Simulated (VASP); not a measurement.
Given:

```
CELL_PARAMETERS angstrom
      3.87600     0.00000     0.00000
      0.00000     3.87600     0.00000
      0.00000     0.00000     4.93680
ATOMIC_POSITIONS crystal
  Sn 0.50000 0.00000 0.76200
  Sn 0.00000 0.50000 0.23800
  O  0.50000 0.50000 0.00000
  O  0.00000 0.00000 0.00000
```

Method: PBE GGA, VASP's PBE PAW potentials (set 64) (plane waves; VASP). Run with 520 eV cut-off, 5×5×4 Γ-centred mesh, Gaussian smearing of 0.050 eV, potentials Sn_d O.

### Question
Give the force on each atom (eV/Å).

### Answer

```json
[
 {"atom": "Sn1", "Fx": "0.000", "Fy": "0.000", "Fz": "0.318"},
 {"atom": "Sn2", "Fx": "0.000", "Fy": "0.000", "Fz": "-0.318"},
 {"atom": "O3", "Fx": "0.000", "Fy": "0.000", "Fz": "0.000"},
 {"atom": "O4", "Fx": "0.000", "Fy": "0.000", "Fz": "0.000"}
]
```

### Question
Give the stress tensor in GPa (positive for a compressed cell).

### Answer

```
-0.89   0.00   0.00
 0.00  -0.89   0.00
 0.00   0.00  -0.86
```
The pressure is its mean diagonal, -0.88 GPa.

The compound is SnO in the litharge structure. The cell was not relaxed at this level.
